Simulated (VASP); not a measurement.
MgO (rock salt):

```
CELL_PARAMETERS angstrom
      0.00000     2.10500     2.10500
      2.10500     0.00000     2.10500
      2.10500     2.10500     0.00000
ATOMIC_POSITIONS crystal
  Mg 0.00000 0.00000 0.00000
  O  0.50000 0.50000 0.50000
```

The lowest empty band near Γ, direction [111], from mBJ (TB09) with spin-orbit coupling in VASP (PAW); its two spin partners are averaged. The gap over the points computed is 6.77 eV, and the next band on that side lies 11.11 eV away at the edge.

Numerical set-up: 520 eV cut-off, 12×12×12 Γ-centred mesh, Gaussian smearing of 0.050 eV, potentials Mg O.

```json
[
 {"distance from the edge in k (1/Å)": "0.025", "distance in energy (meV)": "5.7"},
 {"distance from the edge in k (1/Å)": "0.035", "distance in energy (meV)": "11.2"},
 {"distance from the edge in k (1/Å)": "0.050", "distance in energy (meV)": "22.7"},
 {"distance from the edge in k (1/Å)": "0.070", "distance in energy (meV)": "44.4"}
]
```

Task: Fit E(1 + αE) = ħ²k²/2m* (ħ²/2m0 = 3.810 eV Å²) and predict the row at 0.095 1/Å.

Result: The rows don't resolve α, so a parabola serves: the electron mass is m* = 0.420 m0, and so 81.9 meV. The run gave 81.3 meV, -0.6 meV from the fit.

Left out are points under 3 meV from the edge, since the levels carry 0.1 meV, and points farther than half the way to the next band.

The compound is MgO in the rock salt structure. The cell was not relaxed at this level.
